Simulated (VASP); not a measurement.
Write the native input for VASP 6.6.1 that does the following.

```yaml
Task: relaxation of cell and atoms
Functional: PBE
Potentials_or_basis: VASP PAW PBE potentials, release 64 (Na_pv, Sb)
Cutoff: 600 eV
k_mesh: 8 × 8 × 6
Occupations: methfessel-paxton, width 0.2 eV
Spin: no spin polarisation
Further_INCAR_settings: ALGO = Fast; EDIFF = 1e-06; IBRION = 2; EDIFFG = -0.02; NSW = 40; ISIF = 3
```

The structure of Na2Sb lies in POSCAR:

```
Na2Sb
1.0
    3.2864363100      0.0000000000      0.0000000000
    0.0000000000      3.2864363100      0.0000000000
    0.0000000000      0.0000000000      4.6420225200
Na Sb
2 1
Direct
    0.5000000000      0.0000000000      0.5000000000
    0.0000000000      0.5000000000      0.5000000000
    0.0000000000      0.0000000000      0.0000000000
```

The cell was built by a generator and needn't be a form met in nature.

One way to write it, as run:

INCAR

```
PREC = Accurate
ENCUT = 600
EDIFF = 1E-6
ISMEAR = 1
SIGMA = 0.2
LREAL = F
LASPH = T
NELM = 100
ALGO = Fast
ISIF = 3
LWAVE = F
LCHARG = F
GGA = PE
IBRION = 2
NSW = 40
EDIFFG = -0.02
```

KPOINTS

```
Automatic mesh
0
Gamma
  8 8 6
```

Potentials or basis: VASP PAW PBE potentials, release 64 (Na_pv, Sb).

Command:

```bash
$ cat potpaw_PBE.64/Na_pv/POTCAR potpaw_PBE.64/Sb/POTCAR > POTCAR
$ mpirun -np 1 vasp_std > vasp.out
```

It gave:

The relaxed volume is 31.62 Å³/atom. The relaxed cell is a = 5.274 Å, b = 5.274 Å, c = 3.410 Å, α = 90.00°, β = 90.00°, γ = 90.00°, the space group after relaxing (to 0.05 Å) is P4/mmm (No. 123) and the energy gained by relaxing is 1337.3 meV/atom. The ionic steps are 15, the pressure after relaxing is 0.0 GPa and the band gap on the k mesh is none (metal or under the smearing width).

Caveat: the volume moved by over 15 % at a fixed basis, so the end points are rough.

Run time: 5.7 min on 1 thread of Intel(R) Xeon(R) Platinum 8488C (Sapphire Rapids), on a shared host, peak memory 0.2 GiB.
